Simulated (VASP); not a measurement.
Consider the following.

```
Sr
1.0
    0.00000     3.04000     3.04000
    3.04000     0.00000     3.04000
    3.04000     3.04000     0.00000
Sr
1
Direct
  0.00000   0.00000   0.00000
```

Calculation: PW91 GGA, VASP's PBE PAW potentials (set 64) (plane waves; VASP). Run with 520 eV cut-off, 9×9×9 Γ-centred mesh, first-order Methfessel-Paxton smearing of 0.10 eV, potentials Sr_sv.

Energy and stress use the plane-wave basis of the starting cell.

Problem. The ions, cell shape and volume are relaxed. Which structure does the run end with?

Solution. 
```
Sr
1.0
    0.00000     2.99846     2.99846
    2.99846     0.00000     2.99846
    2.99846     2.99846     0.00000
Sr
1
Cartesian
  0.00000   0.00000   0.00000
```
Space group Fm-3m (225), at a tolerance of 0.03 Å.

Problem. How do energy and volume change from the first to the last step?

Solution. The energy (σ→0) changes by -3.4 meV/atom and the volume by -4.0 %, in 3 ionic steps.

```tsv
step	E(σ→0) (eV)	max force (eV/Å)	pressure (GPa)	volume (Å³)
1	-1.6373	0.000	-0.46	56.19
2	-1.6401	0.000	-0.19	54.90
3	-1.6407	0.000	0.03	53.92
```

The compound is Sr in the fcc structure. This run relaxes it. Symmetry was kept, so distortions that lower it aren't found.
